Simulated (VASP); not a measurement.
```
CELL_PARAMETERS angstrom
      5.35730     0.00000     0.00000
      0.00000     5.35730     0.00000
      0.00000     0.00000     5.35730
ATOMIC_POSITIONS crystal
  Cs 0.00000 0.00000 0.00000
  Pb 0.50000 0.50000 0.50000
  Br 0.50000 0.00000 0.50000
  Br 0.00000 0.50000 0.50000
  Br 0.50000 0.50000 0.00000
```

Calculation: LDA (Ceperley-Alder, Perdew-Zunger), VASP's LDA PAW potentials (set 64) (plane waves; VASP 6.6.1). Settings: 500 eV cut-off, 6×6×6 Γ-centred mesh, first-order Methfessel-Paxton smearing of 0.10 eV, potentials Cs_sv Pb_d Br.

Problem. The ions, cell shape and volume at an external pressure of 10.0 GPa are relaxed. Which structure does the run end with?

Solution. 
```
CELL_PARAMETERS angstrom
      5.34828     0.00000     0.00000
      0.00000     5.34828     0.00000
      0.00000     0.00000     5.34828
ATOMIC_POSITIONS crystal
  Cs 0.00000 0.00000 0.00000
  Pb 0.50000 0.50000 0.50000
  Br 0.50000 0.00000 0.50000
  Br 0.00000 0.50000 0.50000
  Br 0.50000 0.50000 0.00000
```
Space group Pm-3m (221), at a tolerance of 0.03 Å.

Problem. How do energy and volume change from the first to the last step?

Solution. The energy (σ→0) changes by +9.5 meV/atom and the volume by -0.5 %, in 3 ionic steps.

The compound is CsPbBr3 in the cubic perovskite structure, the ideal cubic form; the compound distorts at low or room temperature. This run relaxes it under an external pressure of 10 GPa. Symmetry was kept, so distortions that lower it aren't found.
